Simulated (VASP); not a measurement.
Given:

```
CdTe
1.0
    0.00000     3.42931     3.42931
    3.42931     0.00000     3.42931
    3.42931     3.42931     0.00000
Cd Te
1 1
Direct
  0.00000   0.00000   0.00000
  0.25000   0.25000   0.25000
```

These are RPBE GGA, VASP's PBE PAW potentials (set 64) (plane waves; VASP) values and carry that method's errors. Run with 520 eV cut-off, 7×7×7 Γ-centred mesh, Gaussian smearing of 0.050 eV, potentials Cd Te.

Q: Give the stress tensor in GPa (positive for a compressed cell).

A: 
```
-1.55   0.00   0.00
 0.00  -1.55   0.00
 0.00   0.00  -1.55
```
The pressure is its mean diagonal, -1.55 GPa.

The compound is CdTe in the zinc blende structure. This cell is one point of a volume scan, at 1.06 of the reference volume.
